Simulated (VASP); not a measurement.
All values below come from RPBE GGA, VASP's PBE PAW potentials (set 64) (plane waves; VASP).

The input files of a VASP run:

### INCAR
```
LMAXMIX = 4
EDIFFG = -0.02   ! ionic stop
ISIF = 3   ! ions, shape and volume
LCHARG = F
IBRION = 2   ! conjugate gradients
SIGMA = 0.05   ! width (eV)
GGA = RP
LWAVE = F
EDIFF = 1E-6   ! SCF stop (eV)
NELM = 100
PREC = Accurate
NSW = 60
LREAL = F   ! projection in real space or not
ALGO = Normal   ! blocked Davidson
LASPH = T
SYSTEM = TiO2
ENCUT = 520   ! plane-wave cut-off (eV)
ISMEAR = 0   ! Gaussian
```

### KPOINTS
```
Automatic mesh
0
Gamma
4 4 7
0 0 0
```

File POSCAR:
```
TiO2
1
    4.6765121341     0.0000000000     0.0000000000
    0.0000000000     4.6765121341     0.0000000000
    0.0000000000     0.0000000000     2.9913425214
Ti O
2 4
Direct
  0.0000000000   0.0000000000   1.0000000000
  0.5000000000   0.5000000000   0.5000000000
  0.3052313800   0.3052313800   1.0000000000
  0.8052313800   0.1947686200   0.5000000000
  0.1947686200   0.8052313800   0.5000000000
  0.6947686200   0.6947686200   0.0000000000
```

POTCAR, in this order: Ti_sv O (PBE.64 set). Program: vasp_std.

The run wrote:

File OUTCAR:
```
 ion  position               nearest neighbor table
   1  0.000  0.000  0.000-   4 1.97   5 1.97   4 1.97   5 1.97   3 2.02   6 2.02
   2  0.500  0.500  0.500-   3 1.97   6 1.97   3 1.97   6 1.97   5 2.02   4 2.02
   3  0.305  0.305  0.000-   2 1.97   2 1.97   1 2.02
   4  0.805  0.195  0.500-   1 1.97   1 1.97   2 2.02
   5  0.195  0.805  0.500-   1 1.97   1 1.97   2 2.02
   6  0.695  0.695  0.000-   2 1.97   2 1.97   1 2.02
  LATTYP: Found a simple tetragonal cell.
 ALAT       =     4.6765121341
 C/A-ratio  =     0.6396524665
 Subroutine PRICEL returns:
 Original cell was already a primitive cell.
 Subroutine GETGRP returns: Found 16 space group operations
The static configuration has the point symmetry D_2h.
 The point group associated with its full space group is D_4h.
The dynamic configuration has the point symmetry D_2h.
 Subroutine INISYM returns: Found 16 space group operations
 Subroutine IBZKPT returns following result:
 Found     24 irreducible k-points:

 Following reciprocal coordinates:
            Coordinates               Weight
  0.000000  0.000000  0.000000      1.000000
  0.250000  0.000000  0.000000      4.000000
  0.500000  0.000000  0.000000      2.000000
...
```

**OSZICAR**
```
       N       E                     dE             d eps       ncg     rms          rms(c)
DAV:   1     0.680369092897E+03    0.68037E+03   -0.25129E+04  1344   0.201E+03
DAV:   2     0.588274271730E+02   -0.62154E+03   -0.59991E+03  1456   0.581E+02
DAV:   3    -0.634193172720E+02   -0.12225E+03   -0.11682E+03  2080   0.219E+02
DAV:   4    -0.687989210292E+02   -0.53796E+01   -0.53733E+01  1828   0.497E+01
DAV:   5    -0.690354415702E+02   -0.23652E+00   -0.23646E+00  1904   0.833E+00    0.308E+01
DAV:   6    -0.518233329183E+02    0.17212E+02   -0.12289E+02  1616   0.102E+02    0.123E+01
DAV:   7    -0.513886768921E+02    0.43466E+00   -0.19912E+01  1676   0.347E+01    0.741E+00
DAV:   8    -0.514104393195E+02   -0.21762E-01   -0.56509E+00  1676   0.209E+01    0.456E+00
DAV:   9    -0.511946997278E+02    0.21574E+00   -0.19618E+00  1716   0.117E+01    0.112E+00
DAV:  10    -0.512109531090E+02   -0.16253E-01   -0.11364E-01  1624   0.268E+00    0.212E-01
DAV:  11    -0.512109534724E+02   -0.36341E-06   -0.50032E-03  1956   0.487E-01    0.128E-01
DAV:  12    -0.512109680051E+02   -0.14533E-04   -0.88105E-04  1796   0.211E-01    0.482E-02
DAV:  13    -0.512109446854E+02    0.23320E-04   -0.11923E-04  1924   0.716E-02    0.790E-03
DAV:  14    -0.512109483631E+02   -0.36776E-05   -0.95488E-06  1320   0.247E-02    0.448E-03
DAV:  15    -0.512109494235E+02   -0.10604E-05   -0.33130E-06  1320   0.119E-02    0.329E-03
DAV:  16    -0.512109492406E+02    0.18289E-06   -0.14140E-06  1012   0.130E-02
   1 F= -.51210949E+02 E0= -.51210949E+02  d E =-.512109E+02
       N       E                     dE             d eps       ncg     rms          rms(c)
DAV:   1    -0.512167836360E+02   -0.58342E-02   -0.38204E-01  1352   0.610E+00    0.537E-01
DAV:   2    -0.512137757616E+02    0.30079E-02   -0.25177E-02  1720   0.154E+00    0.299E-01
DAV:   3    -0.512123419116E+02    0.14339E-02   -0.66769E-03  1720   0.529E-01    0.130E-01
DAV:   4    -0.512121250798E+02    0.21683E-03   -0.17913E-03  2104   0.341E-01    0.722E-02
DAV:   5    -0.512121309752E+02   -0.58953E-05   -0.19228E-04  1708   0.129E-01    0.378E-02
DAV:   6    -0.512121448333E+02   -0.13858E-04   -0.61486E-05  2244   0.534E-02    0.145E-02
DAV:   7    -0.512121448485E+02   -0.15222E-07   -0.48502E-06  1412   0.193E-02
   2 F= -.51212145E+02 E0= -.51212145E+02  d E =-.119561E-02
       N       E                     dE             d eps       ncg     rms          rms(c)
DAV:   1    -0.512139289559E+02   -0.17841E-02   -0.13981E-01  1344   0.369E+00    0.324E-01
DAV:   2    -0.512128228345E+02    0.11061E-02   -0.91530E-03  1708   0.933E-01    0.181E-01
DAV:   3    -0.512122983808E+02    0.52445E-03   -0.24249E-03  1704   0.320E-01    0.779E-02
DAV:   4    -0.512122213087E+02    0.77072E-04   -0.64768E-04  2092   0.204E-01    0.438E-02
DAV:   5    -0.512122223680E+02   -0.10593E-05   -0.70253E-05  1704   0.783E-02    0.227E-02
DAV:   6    -0.512122262607E+02   -0.38926E-05   -0.22300E-05  2220   0.320E-02    0.883E-03
DAV:   7    -0.512122260171E+02    0.24359E-06   -0.16602E-06  1064   0.121E-02
   3 F= -.51212226E+02 E0= -.51212226E+02  d E =-.127678E-02
```

### OUTCAR
```
------------------------ aborting loop because EDIFF is reached ----------------------------------------
  FORCE on cell =-STRESS in cart. coord.  units (eV):
  Direction    XX          YY          ZZ          XY          YZ          ZX
  --------------------------------------------------------------------------------------
  Total       -0.1118910     -0.1118910     -0.1074454      0.0000000      0.0000000      0.0000000
  in kB       -2.7274471     -2.7274471     -2.6190809      0.0000000      0.0000000      0.0000000
  external PRESSURE =      -2.6913250 kB  Pullay stress =       0.0000000 kB
  volume of cell :       65.73
      direct lattice vectors                 reciprocal lattice vectors
     4.693074507  0.000000000  0.000000000     0.213079933 -0.000000000  0.000000000
     0.000000000  4.693074507  0.000000000    -0.000000000  0.213079933  0.000000000
     0.000000000  0.000000000  2.984244924     0.000000000  0.000000000  0.335093139
 POSITION                                       TOTAL-FORCE (eV/Angst)
 -----------------------------------------------------------------------------------
      0.00000      0.00000      0.00000        -0.000000      0.000000      0.000000
      2.34654      2.34654      1.49212        -0.000000      0.000000      0.000000
      1.43499      1.43499      0.00000         0.007971      0.007971      0.000000
      3.78152      0.91155      1.49212         0.007971     -0.007971      0.000000
      0.91155      3.78152      1.49212        -0.007971      0.007971      0.000000
      3.25809      3.25809      0.00000        -0.007971     -0.007971     -0.000000
 -----------------------------------------------------------------------------------
    total drift:                                0.000000      0.000000      0.000000
  FREE ENERGIE OF THE ION-ELECTRON SYSTEM (eV)
  ---------------------------------------------------
  free  energy   TOTEN  =       -51.2122260171 eV

  energy  without entropy=      -51.2122260171  energy(sigma->0) =      -51.21222602

 reached required accuracy - stopping structural energy minimisation
```
(Selected blocks of OUTCAR.)

### CONTCAR
```
TiO2
   1.00000000000000
     4.6930745069395527    0.0000000000000000    0.0000000000000000
     0.0000000000000000    4.6930745069395527    0.0000000000000000
     0.0000000000000000    0.0000000000000000    2.9842449237632569
  Ti              O
     2     4
Direct
     0.0000000000000000    0.0000000000000000    0.0000000000000000
     0.5000000000000000    0.5000000000000000    0.5000000000000000
     0.3057669049981780    0.3057669049981780    0.0000000000000000
     0.8057669049981780    0.1942330950018220    0.5000000000000000
     0.1942330950018220    0.8057669049981780    0.5000000000000000
     0.6942330950018220    0.6942330950018220    0.0000000000000000
```

OUTCAR:
```
 val. band max:        4.4177510442   @ k =   0.0000   0.0000   0.0000

 cond. band min:       6.2502743798   @ k =   0.0000   0.0000   0.0000


 Fermi energy:         4.6710135526

 k-point     1 :       0.0000    0.0000    0.0000
  band No.  band energies     occupation
      1     -52.7577      2.00000
      2     -52.7454      2.00000
      3     -28.9489      2.00000
      4     -28.9489      2.00000
      5     -28.8166      2.00000
      6     -28.8166      2.00000
      7     -28.7672      2.00000
      8     -28.7422      2.00000
      9     -13.5917      2.00000
     10     -12.5335      2.00000
     11     -11.9127      2.00000
     12     -11.9127      2.00000
     13      -1.0545      2.00000
     14      -0.6109      2.00000
     15      -0.0523      2.00000
     16       0.8217      2.00000
     17       0.8217      2.00000
     18       1.9911      2.00000
     19       1.9911      2.00000
     20       2.6079      2.00000
     21       3.7762      2.00000
     22       4.0142      2.00000
     23       4.0142      2.00000
     24       4.4178      2.00000
     25       6.2503      0.00000
     26       6.5428      0.00000
     27       6.7983      0.00000
     28       6.8506      0.00000

 k-point     2 :       0.2500    0.0000    0.0000
  band No.  band energies     occupation
      1     -52.7559      2.00000
      2     -52.7472      2.00000
      3     -28.9345      2.00000
      4     -28.9336      2.00000
      5     -28.8332      2.00000
      6     -28.8322      2.00000
      7     -28.7635      2.00000
      8     -28.7458      2.00000
      9     -13.4059      2.00000
     10     -12.5868      2.00000
     11     -12.0473      2.00000
     12     -11.9709      2.00000
     13      -0.7213      2.00000
     14      -0.4162      2.00000
     15       0.3165      2.00000
     16       0.8406      2.00000
     17       0.8507      2.00000
     18       1.7039      2.00000
     19       1.8815      2.00000
     20       2.6599      2.00000
...
```

The compound is TiO2 in the rutile structure. This run relaxes it. Symmetry was kept, so distortions that lower it aren't found. The start is the result of an earlier pass.
